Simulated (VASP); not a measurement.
# CrFeO2 (P6_3/mmc) in VASP: a series of runs

One crystal, CrFeO2, is run at these levels: r2SCAN; tasks: single point.

Everything below comes from runs of VASP 6.6.1. Logs are shortened: lines on timing, memory, paths and dates and some standing lists are left out, and cuts for length are marked.

## 1. The crystal as given

It takes space group P6_3/mmc (No. 194, hexagonal). The conventional cell has a = 2.725 Å, b = 2.725 Å, c = 11.805 Å, α = 90.00°, β = 90.00°, γ = 120.00°. Cr (site symmetry -6m2) is surrounded by 2 O at 1.84 Å. Around O (site symmetry 3m) lie 1 Cr at 1.84 Å and 3 Fe at 1.93 Å. Fe (site symmetry -3m) is surrounded by 6 O at 1.93 Å.

The cell was built by a generator and needn't be a form met in nature.

## 2. Single point, r2SCAN

The input, POSCAR:

```
CrFeO2
1.0
    1.3625051157      2.3599280859      0.0000000000
   -1.3625051157      2.3599280859      0.0000000000
    0.0000000000      0.0000000000     11.8048415009
Cr O Fe
2 4 2
Direct
    0.3333333333      0.3333333333      0.2500000000
    0.6666666667      0.6666666667      0.7500000000
    0.3333333333      0.3333333333      0.0940578914
    0.6666666667      0.6666666667      0.5940578914
    0.3333333333      0.3333333333      0.4059421086
    0.6666666667      0.6666666667      0.9059421086
    0.0000000000      0.0000000000      0.0000000000
    0.0000000000      0.0000000000      0.5000000000
```

The input, INCAR.step1:

```
SYSTEM = CrFeO2
PREC     = Accurate       ! precision mode
ENCUT    = 520            ! plane-wave cutoff, eV
ISMEAR   = -1             ! smearing method
SIGMA    = 0.1            ! smearing width, eV
LREAL    = .False.        ! projectors in reciprocal space
LASPH    = .True.         ! aspherical terms in the spheres
NELM     = 100            ! most SCF steps
NBANDS   = 42             ! bands
GGA      = PE             ! functional
ALGO     = Normal         ! electronic algorithm
EDIFF    = 1E-4           ! SCF threshold, eV
LWAVE    = .True.         ! write WAVECAR
LCHARG   = .False.        ! write CHGCAR
```

The input, INCAR.step2:

```
SYSTEM = CrFeO2
PREC     = Accurate       ! precision mode
ENCUT    = 520            ! plane-wave cutoff, eV
EDIFF    = 1E-6           ! SCF threshold, eV
ISMEAR   = -1             ! smearing method
SIGMA    = 0.1            ! smearing width, eV
LREAL    = .False.        ! projectors in reciprocal space
LASPH    = .True.         ! aspherical terms in the spheres
NELM     = 100            ! most SCF steps
ALGO     = Normal         ! electronic algorithm
ISIF     = 2              ! what is computed and relaxed
LWAVE    = .False.        ! write WAVECAR
LCHARG   = .False.        ! write CHGCAR
METAGGA  = R2SCAN         ! meta-GGA
LMIXTAU  = .True.       
NBANDS   = 42             ! bands
ISTART   = 1
```

The input, KPOINTS:

```
Automatic mesh
0
Gamma
  7 7 2
  0 0 0
```

Potentials or basis: VASP PAW PBE potentials, release 64 (Cr_pv, O, Fe).

Command:

```console
cat potpaw_PBE.64/Cr_pv/POTCAR potpaw_PBE.64/O/POTCAR potpaw_PBE.64/Fe/POTCAR > POTCAR
cp INCAR.step1 INCAR
mpirun -np 1 vasp_std > vasp.out
cp INCAR.step2 INCAR
mpirun -np 1 vasp_std > vasp.out
```

OUTCAR:

```text
SYSTEM = CrFeO2
   PREC = Accurate
   ENCUT = 520
   EDIFF = 1E-6
   ISMEAR = -1
   LREAL = .False.
   LASPH = .True.
   NELM = 100
   ISIF = 2
   METAGGA = R2SCAN
   ISTART = 1

 ion  position               nearest neighbor table
   1  0.333  0.333  0.250-   3 1.84   5 1.84
   2  0.667  0.667  0.750-   4 1.84   6 1.84
   3  0.333  0.333  0.094-   1 1.84   7 1.93   7 1.93   7 1.93
   4  0.667  0.667  0.594-   2 1.84   8 1.93   8 1.93   8 1.93
   5  0.333  0.333  0.406-   1 1.84   8 1.93   8 1.93   8 1.93
   6  0.667  0.667  0.906-   2 1.84   7 1.93   7 1.93   7 1.93
   7  0.000  0.000  0.000-   3 1.93   6 1.93   6 1.93   6 1.93   3 1.93   3 1.93
   8  0.000  0.000  0.500-   4 1.93   5 1.93   4 1.93   4 1.93   5 1.93   5 1.93

  LATTYP: Found a hexagonal cell.
 ALAT       =     2.7250102313
 C/A-ratio  =     4.3320356618

  Lattice vectors:

 A1 = (   1.3625051157,  -2.3599280859,   0.0000000000)
 A2 = (   1.3625051157,   2.3599280859,   0.0000000000)
 A3 = (   0.0000000000,   0.0000000000,  11.8048415009)

Analysis of symmetry for initial positions (statically):
=====================================================================
 Subroutine PRICEL returns:
 Original cell was already a primitive cell.

 Routine SETGRP: Setting up the symmetry group for a
 hexagonal supercell.

 Subroutine GETGRP returns: Found 24 space group operations
 (whereof 12 operations were pure point group operations)
 out of a pool of 24 trial point group operations.

The static configuration has the point symmetry D_3d.
 The point group associated with its full space group is D_6h.

Analysis of symmetry for dynamics (positions and initial velocities):
=====================================================================
 Subroutine PRICEL returns:
 Original cell was already a primitive cell.

 Routine SETGRP: Setting up the symmetry group for a
 hexagonal supercell.

 Subroutine GETGRP returns: Found 24 space group operations
 (whereof 12 operations were pure point group operations)
 out of a pool of 24 trial point group operations.

The dynamic configuration has the point symmetry D_3d.
 The point group associated with its full space group is D_6h.

 Subroutine INISYM returns: Found 24 space group operations
 (whereof 12 operations are pure point group operations),
 and found     1 'primitive' translations

----------------------------------------------------------------------------------------

                                     Primitive cell

  volume of cell :      75.9149

  direct lattice vectors                    reciprocal lattice vectors
     1.362505116  2.359928086  0.000000000     0.366971099  0.211870863  0.000000000
    -1.362505116  2.359928086  0.000000000    -0.366971099  0.211870863  0.000000000
     0.000000000  0.000000000 11.804841501     0.000000000  0.000000000  0.084711006

  length of vectors
     2.725010231  2.725010231 11.804841501     0.423741726  0.423741726  0.084711006

  position of ions in fractional coordinates (direct lattice)
     0.333333333  0.333333333  0.250000000
     0.666666667  0.666666667  0.750000000
     0.333333333  0.333333333  0.094057891
     0.666666667  0.666666667  0.594057891
     0.333333333  0.333333333  0.405942109
     0.666666667  0.666666667  0.905942109
     0.000000000  0.000000000  0.000000000
     0.000000000  0.000000000  0.500000000

  ion indices of the primitive-cell ions
   primitive index   ion index
                 1           1
                 2           2
                 3           3
                 4           4
                 5           5
                 6           6
                 7           7
                 8           8

----------------------------------------------------------------------------------------

 KPOINTS: Automatic mesh

Automatic generation of k-mesh.
 Grid dimensions read from file:
 generate k-points for:    7    7    2

 Generating k-lattice:

  Cartesian coordinates                     Fractional coordinates (reciprocal lattice)
     0.052424443  0.030267266  0.000000000     0.142857143  0.000000000  0.000000000
    -0.052424443  0.030267266  0.000000000     0.000000000  0.142857143  0.000000000
     0.000000000  0.000000000  0.042355503     0.000000000  0.000000000  0.500000000

  Length of vectors
     0.060534532  0.060534532  0.042355503

  Shift w.r.t. Gamma in fractional coordinates (k-lattice)
     0.000000000  0.000000000  0.000000000

 Subroutine IBZKPT returns following result:
 ===========================================

 Found     16 irreducible k-points:

 Following reciprocal coordinates:
            Coordinates               Weight
  0.000000  0.000000  0.000000      1.000000
  0.142857  0.000000  0.000000      6.000000
  0.285714  0.000000  0.000000      6.000000
  0.428571  0.000000  0.000000      6.000000
  0.285714  0.142857  0.000000      6.000000
  0.428571  0.142857  0.000000     12.000000
[... 8 lines left out ...]
 -0.428571  0.142857  0.500000      6.000000
 -0.428571  0.285714  0.500000      6.000000
   k-points           NKPTS =     16   k-points in BZ     NKDIM =     16   number of bands    NBANDS=     42
   number of dos      NEDOS =    301   number of ions     NIONS =      8
   total plane-waves  NPLWV =  36000
   dimension x,y,z NGX =    20 NGY =   20 NGZ =   90
   dimension x,y,z NGXF=    40 NGYF=   40 NGZF=  180
   ions per type =               2   4   2
   NGX,Y,Z   is equivalent  to a cutoff of  12.20, 12.20, 12.67 a.u.
   NGXF,Y,Z  is equivalent  to a cutoff of  24.40, 24.40, 25.35 a.u.
 SYSTEM =  CrFeO2
   PREC   = accura    normal or accurate (medium, high low for compatibility)
   ISTART =      1    job   : 0-new  1-cont  2-samecut
   ICHARG =      0    charge: 1-file 2-atom 10-const
   ISPIN  =      1    spin polarized calculation?
   LNONCOLLINEAR =      F non collinear calculations
   LSORBIT =      F    spin-orbit coupling
   LASPH  =      T    aspherical Exc in radial PAW
   ENCUT  =  520.0 eV  38.22 Ry    6.18 a.u.   5.07  5.07 21.95*2*pi/ulx,y,z
   NELM   =    100;   NELMIN=  2; NELMDL=  0     # of ELM steps
   EDIFF  = 0.1E-05   stopping-criterion for ELM
   LREAL  =      F    real-space projection
   EDIFFG = 0.1E-04   stopping-criterion for IOM
   NSW    =      0    number of steps for IOM
   IBRION =     -1    ionic relax: 0-MD 1-quasi-New 2-CG
   NFREE  =      0    steps in history (QN), initial steepest desc. (CG)
   ISIF   =      2    stress and relaxation
   ISYM   =      2    0-nonsym 1-usesym 2-fastsym
   POTIM  = 0.5000    time-step for ionic-motion
   TEBEG  =    0.0;   TEEND  =   0.0 temperature during run
   PSTRESS=    0.0 pullay stress
   NELECT =      64.0000    total number of electrons
   NUPDOWN=      -1.0000    fix difference up-down
   EMIN   =  10.00;   EMAX   =-10.00  energy-range for DOS
   EFERMI =   0.00;   METHOD = LEGACY
   ISMEAR =    -1;   SIGMA  =   0.10  broadening in eV -4-tet -1-fermi 0-gaus
   EFERMI_NEDOS =   21; number of points for ismear=-14 and -15
   IALGO  =     38    algorithm
   IMIX   =      4    mixing-type and parameters
     AMIX     =   0.40;   BMIX     =  1.00
     AMIX_MAG =   1.60;   BMIX_MAG =  1.00
  volume/ion in A,a.u.               =       9.49        64.04
  Fermi-wavevector in a.u.,A,eV,Ry     =   1.546533  2.922523 32.541920  2.391764
  Thomas-Fermi vector in A             =   2.651755
   LORBIT       =      0    0 simple, 1 ext, 2 COOP (PROOUT), +10 PAW based schemes
   METAGGA = R2SCAN    functional components
   LHFCALC =     F    Hartree Fock is set to
   AEXX    =    0.0000 exact exchange contribution
   IVDW    =     0    specifies the selected vdW correction
   LEPSILON=     F    determine dielectric tensor
   LRPA    =     F    only Hartree local field effects (RPA)
 non-spin polarized calculation
  energy-cutoff  :      520.00
  volume of cell :       75.91
 maximum number of plane-waves:      2069
   NGX = 11   NGY = 11   NGZ = 43

 number of electron      64.0000027 magnetization

 Free energy of the ion-electron system (eV)
  ---------------------------------------------------
  ext. energy  EPLUGINS =         0.00000000
  ---------------------------------------------------
  free energy    TOTEN  =       -89.43709338 eV

  energy without entropy =      -89.16099247  energy(sigma->0) =      -89.29904293

 E-fermi :   7.1270     XC(G=0): -13.4596

 val. band max:        7.0421611088   @ k =  -0.4286   0.1429   0.0000
 cond. band min:       7.1491759307   @ k =  -0.4286   0.2857   0.0000
 fundamental gap:      0.1070148220
 Fermi energy:         7.1269694346

 k-point     1 :       0.0000    0.0000    0.0000
  band No.  band energies     occupation
      1     -38.3792      2.00000
      2     -38.3790      2.00000
      3     -37.4966      2.00000
      4     -37.4966      2.00000
      5     -37.4965      2.00000
      6     -37.4965      2.00000
[... 34 lines left out ...]
     41      10.0083      0.00000
     42      10.1489      0.00000

 k-point     2 :       0.1429    0.0000    0.0000
  band No.  band energies     occupation
      1     -38.3699      2.00000
      2     -38.3697      2.00000
      3     -37.5661      2.00000
      4     -37.5661      2.00000
      5     -37.5128      2.00000
      6     -37.5128      2.00000
[... 34 lines left out ...]
     41       9.9773      0.00000
     42      10.1486      0.00000

 k-point     3 :       0.2857    0.0000    0.0000
  band No.  band energies     occupation
      1     -38.3489      2.00000
      2     -38.3489      2.00000
      3     -37.7206      2.00000
      4     -37.7206      2.00000
      5     -37.5493      2.00000
      6     -37.5493      2.00000
[... 34 lines left out ...]
     41       9.6210      0.00000
     42      10.1505      0.00000

 k-point     4 :       0.4286    0.0000    0.0000
  band No.  band energies     occupation
      1     -38.3322      2.00000
      2     -38.3321      2.00000
      3     -37.8427      2.00000
      4     -37.8427      2.00000
      5     -37.5784      2.00000
      6     -37.5784      2.00000
[... 484 lines left out ...]
     41       9.6755      0.00000
     42       9.6755      0.00000

 k-point    15 :      -0.4286    0.1429    0.5000
  band No.  band energies     occupation
      1     -38.3275      2.00000
      2     -38.3275      2.00000
      3     -37.8376      2.00000
      4     -37.8376      2.00000
      5     -37.6262      2.00000
      6     -37.6262      2.00000
[... 34 lines left out ...]
     41       9.9343      0.00000
     42       9.9343      0.00000

 k-point    16 :      -0.4286    0.2857    0.5000
  band No.  band energies     occupation
      1     -38.3254      2.00000
      2     -38.3254      2.00000
      3     -37.7887      2.00000
      4     -37.7887      2.00000
      5     -37.6948      2.00000
      6     -37.6948      2.00000
[... 34 lines left out ...]
     41       9.9041      0.00000
     42       9.9041      0.00000

------------------------ aborting loop because EDIFF is reached ----------------------------------------

  FORCE on cell =-STRESS in cart. coord.  units (eV):
  Direction    XX          YY          ZZ          XY          YZ          ZX
  --------------------------------------------------------------------------------------
  -------------------------------------------------------------------------------------
  Total        0.9695515      0.9695515      0.9366719      0.0000000      0.0000000      0.0000000
  in kB       20.4622968     20.4622968     19.7683758      0.0000000      0.0000000      0.0000000
  external PRESSURE =      20.2309898 kB  Pullay stress =       0.0000000 kB

 VOLUME and BASIS-vectors are now :
 -----------------------------------------------------------------------------
  energy-cutoff  :      520.00
  volume of cell :       75.91
      direct lattice vectors                 reciprocal lattice vectors
     1.362505116  2.359928086  0.000000000     0.366971099  0.211870863  0.000000000
    -1.362505116  2.359928086  0.000000000    -0.366971099  0.211870863  0.000000000
     0.000000000  0.000000000 11.804841501     0.000000000  0.000000000  0.084711006

 POSITION                                       TOTAL-FORCE (eV/Angst)
 -----------------------------------------------------------------------------------
      0.00000      1.57329      2.95121         0.000000      0.000000      0.000000
      0.00000      3.14657      8.85363        -0.000000      0.000000      0.000000
      0.00000      1.57329      1.11034        -0.000000     -0.000000      0.167390
      0.00000      3.14657      7.01276        -0.000000     -0.000000      0.167390
      0.00000      1.57329      4.79208        -0.000000     -0.000000     -0.167390
      0.00000      3.14657     10.69450        -0.000000      0.000000     -0.167390
      0.00000      0.00000      0.00000        -0.000000     -0.000000      0.000000
      0.00000      0.00000      5.90242        -0.000000     -0.000000      0.000000
 -----------------------------------------------------------------------------------
    total drift:                               -0.000000     -0.000000     -0.000000

  FREE ENERGIE OF THE ION-ELECTRON SYSTEM (eV)
  ---------------------------------------------------
  free  energy   TOTEN  =       -89.4370933813 eV

  energy  without entropy=      -89.1609924721  energy(sigma->0) =      -89.29904293
```

It took 4.3 min on 1 thread of Intel Xeon 6975P-C (Granite Rapids), shared host; peak memory 0.21 GiB.

What came out:

* Free energy: -89.4371 eV
* Pressure: 2.0 GPa
* Largest force: 0.167 eV/Å
* Band gap on the k mesh: none (metal or under the smearing width)

Forces on the atoms (eV/Å):
```
Cr   0.000  0.000  0.000
Cr   0.000  0.000  0.000
O    0.000  0.000  0.167
O    0.000  0.000  0.167
O    0.000  0.000 -0.167
O    0.000  0.000 -0.167
Fe   0.000  0.000  0.000
Fe   0.000  0.000  0.000
```

Levels at points of the mesh, in eV from the Fermi level:
```
           k point  band 29  band 30  band 31  band 32  band 33  band 34  band 35  band 36
(0.00, 0.00, 0.00)    -1.23    -0.75    -0.33    -0.33    -0.32    -0.32     0.47     0.47
(0.00, 0.00, 0.50)    -0.95    -0.95    -0.32    -0.32    -0.32    -0.32     0.83     0.83
```

Caveat: the k mesh is coarse (spacing up to 0.38 Å⁻¹), so the values aren't converged; the PAW data sets were made with another functional, which shifts forces and pressure a little; the run has no spin polarisation, though such a crystal can be magnetic; semilocal functionals often make such compounds metallic where correlation or magnetic order opens a gap, which also shifts bond lengths.

(Continued in part 2 of 2.)
